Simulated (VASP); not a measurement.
Set up this calculation in VASP 6.6.1, as the native input.

| Quantity | Value |
| --- | --- |
| Task | single point |
| Functional | HSE06 |
| Potentials or basis | VASP PAW PBE potentials, release 64 (Zn, Ga_d, N) |
| Cutoff | 400 eV |
| k mesh | 1 × 1 × 1 |
| Occupations | gaussian, width 0.01 eV |
| Spin | collinear spin, ferromagnetic start |
| Grid for exact exchange (PRECFOCK) | Fast |
| Screening parameter | 0.2 1/A |
| Further INCAR settings | PREC = Normal; LREAL = Auto; ALGO = Normal; EDIFF = 1e-06; NBANDS = 250; AMIX = 0.2; BMIX = 0.0001 |

The system is ZnGa23N24 (a cell with a defect).

```xyz
48
Lattice="-3.2177 -5.5733 5.2441 6.4355 0.0000 5.2441 -3.2177 5.5733 5.2441" Properties=species:S:1:pos:R:3 pbc="T T T"
Zn   -1.6052   -0.9338   10.4947
Ga   -3.2072    1.8500   10.4791
Ga    0.0046   -3.7065   10.4841
Ga    1.6035   -0.9352   10.4796
Ga   -1.5978    4.6357    5.2423
Ga    0.0018    1.8665    5.2366
Ga   -0.0097    1.8507   10.4855
Ga   -3.2143   -3.7185    5.2389
Ga    1.6106   -0.9280    5.2384
Ga    3.2180    1.8552   10.4851
Ga    1.6101    4.6411   10.4815
Ga   -1.6060   -0.9305    5.2491
Ga    0.0057   -1.8651    7.8701
Ga   -1.6072    0.9310    7.8711
Ga   -1.6114    0.9131   13.1086
Ga    3.2164   -1.8598    7.8610
Ga   -3.2225   -1.8612    7.8708
Ga   -1.6064   -4.6466    7.8584
Ga    1.6080    0.9304    7.8597
Ga    1.6060    0.9240   13.1037
Ga    0.0127    3.7176    7.8646
Ga    4.8271    0.9280    7.8611
Ga   -0.0078   -1.8525   13.1091
Ga   -3.2174    3.7122    7.8617
N    -1.6076   -0.9317    7.2160
N    -3.2223    1.8555    7.2104
N     0.0003   -3.7220    7.2056
N     1.6121   -0.9267    7.2083
N     1.6071   -0.9294   12.4506
N    -3.2164   -3.7213    7.2084
N     0.0025    1.8574    7.2072
N    -0.0026    1.8563   12.4617
N    -1.6083    4.6402    7.2182
N     3.2195    1.8570    7.2166
N    -1.6074   -0.9324   12.5194
N     4.8265   -0.9310    7.2145
N     0.0549   -1.8892    9.8100
N    -1.6073    0.9844    9.8108
N     1.6147   -4.6472    9.8463
N     3.2296   -1.8591    9.8350
N    -3.2666   -1.8887    9.8106
N     1.6119    0.9297    4.5890
N     1.6087    0.9281    9.8344
N    -4.8244    0.9246    9.8341
N    -0.0009    3.7157    9.8465
N    -1.6110    0.9195    4.5913
N     3.2187    3.7103    9.8471
N    -0.0030   -1.8525    4.5912
```

One way to write it, as run:

POSCAR

```
ZnGa23N24                               
1.0
   -3.2177240000     -5.5732640000      5.2440550000
    6.4354500000      0.0000000000      5.2440550000
   -3.2177260000      5.5732640000      5.2440550000
  Zn              Ga              N             
     1    23    24
Direct
     0.8340052587714878    0.5007972935985672    0.6664625846575524
     0.6662421593077058    0.3338524097472039    0.9981806134161225
     0.9986996079967962    0.6668924090517374    0.3336414882894907
     0.6669765556493888    0.8322408141134592    0.4991674549103577
     0.0000898273631380    0.1677032667495923    0.8318732964440320
     0.1653161020041700    0.3330494433788229    0.5002176658552858
     0.5009658210211427    0.6654883429404611    0.8330394855321823
     0.8330934416412499    0.0000202197455217    0.1658977869243944
     0.3328134002801878    0.4998193994330826    0.1662971256764014
     0.3333564361251440    0.9998347744836628    0.6662295970596662
     0.1664789575256668    0.8330414947020790    0.9992233212411391
     0.5003133415348575    0.1672804561714446    0.3333606961234081
     0.6672844211349129    0.5008463877280336    0.3326415573875140
     0.5000438530490885    0.3338224970292727    0.6670936565711877
     0.8347808602027911    0.6663019492019677    0.9986210908339201
     0.4999268894873192    0.8328677811551771    0.1662301216362189
     0.8341967898586026    0.1664712555691533    0.5002400320499779
     0.9995841831911497    0.3330951746373733    0.1658480372311272
     0.3328356917383084    0.6661657397880448    0.4997761841266292
     0.6668414402437893    0.9993008624319251    0.8326366885871067
     0.1657281855275080    0.5012200299974455    0.8327778603888466
     0.1663967615633082    0.9997356305505030    0.3329128013262794
     0.9998671484363788    0.8324575930488551    0.6674773181763880
     0.3333335768198565    0.1664223318051429    0.9994034129116510
     0.6255292401516059    0.2921392977765108    0.4583575570075346
     0.4587572939438319    0.1245083784720260    0.7916940128184954
     0.7919138645897138    0.4580488302860106    0.1240862892626445
     0.4578279087493251    0.6251914193284565    0.2915493778013497
     0.7915427670172519    0.9578920425708144    0.6247889888300805
     0.9586463235217783    0.1250011640084690    0.2909351932508732
     0.2913506782730003    0.4583771645318239    0.6246228042195073
     0.6257095048229612    0.7918485021735806    0.9587864490029255
     0.1258300912475025    0.2922111592347211    0.9584129543134704
     0.1253607758175458    0.7922347929722214    0.4585530964137782
     0.9626937329238316    0.6292684374426689    0.7953955341199106
     0.2921087952468643    0.9585818335753774    0.1250667302198354
     0.7902082649405098    0.6292484200450629    0.4512247513070048
     0.6185551755342437    0.4571089055694148    0.7951831492367536
     0.9591561888107114    0.7931448563344182    0.1253181431180106
     0.6246586838387559    0.9597184667334339    0.2910796091844037
     0.9622391599489185    0.2852090000792107    0.6233565783891333
     0.1247973961595865    0.4586761846744108    0.2916115451872768
     0.4585288546989439    0.7917644598582169    0.6250515101264060
     0.7920307116423503    0.1253252442549320    0.9579352195217619
     0.2925798787150872    0.6257835942777957    0.9592792907066748
     0.2927908199143600    0.1249522669384330    0.4577800814821472
     0.1263350251635499    0.9593568539250948    0.7920742153875368
     0.4581840438538213    0.2915274878783697    0.1257936717355955
```

INCAR.step1

```
PREC = Normal
ENCUT = 400
EDIFF = 1E-5
ISMEAR = 0
SIGMA = 0.01
LREAL = Auto
LASPH = True
NELM = 150
ALGO = Normal
ISIF = 2
LWAVE = True
ISPIN = 2
MAGMOM = 0.2 0 0 0 0 0 0 0 0 0 0 0 0 0 0 0 0 0 0 0 0 0 0 0 0 0 0 0 0 0 0 0 0 0 0.2 0 0.2 0.2 0 0 0.2 0 0 0 0 0 0 0
LORBIT = 11
NBANDS = 250
AMIX = 0.2
BMIX = 1E-4
AMIX_MAG = 0.8
BMIX_MAG = 1E-4
ICORELEVEL = 1
GGA = PE
LUSENCCL = False
```

INCAR.step2

```
PREC = Normal
ENCUT = 400
EDIFF = 1E-6
ISMEAR = 0
SIGMA = 0.01
LREAL = Auto
LASPH = True
NELM = 150
ALGO = Normal
ISIF = 2
LWAVE = False
LCHARG = False
ISPIN = 2
MAGMOM = 0.2 0 0 0 0 0 0 0 0 0 0 0 0 0 0 0 0 0 0 0 0 0 0 0 0 0 0 0 0 0 0 0 0 0 0.2 0 0.2 0.2 0 0 0.2 0 0 0 0 0 0 0
LORBIT = 11
GGA = PE
LHFCALC = True
HFSCREEN = 0.2
PRECFOCK = Fast
NBANDS = 250
AMIX = 0.2
BMIX = 1E-4
AMIX_MAG = 0.8
BMIX_MAG = 1E-4
ICORELEVEL = 1
ISTART = 1
LUSENCCL = False
```

KPOINTS

```
regular mesh
0
Gamma
  1 1 1
```

Potentials or basis: VASP PAW PBE potentials, release 64 (Zn, Ga_d, N).

Launch:

```bash
$ cat potpaw_PBE.64/Zn/POTCAR potpaw_PBE.64/Ga_d/POTCAR potpaw_PBE.64/N/POTCAR > POTCAR
$ cp INCAR.step1 INCAR
$ mpirun -np 1 vasp_gam > vasp.out
$ cp INCAR.step2 INCAR
$ mpirun -np 1 vasp_gam > vasp.out
```

It gave:

| Quantity | Value |
| --- | --- |
| Largest force | 0.291 eV/Å |
| Band gap on the k mesh | 0.55 eV, direct |
| Net moment | 1.00 μB per cell |
| Site moments | Zn +0.02; Ga -0.00, +0.00; N +0.03, +0.02, +0.04, +0.05, +0.11, +0.08 μB |
| Valence electrons inside the program's atomic spheres | Zn 10.92; Ga 11.80, 11.79; N 3.69, 3.68 |

Caveat: the PAW data sets were made with another functional, which shifts forces and pressure a little.

Run time: 65 min on 1 × NVIDIA H100 80GB with 1 thread of AMD EPYC 7R13 Processor (Zen 3), on a shared host, peak memory 1.3 GiB.
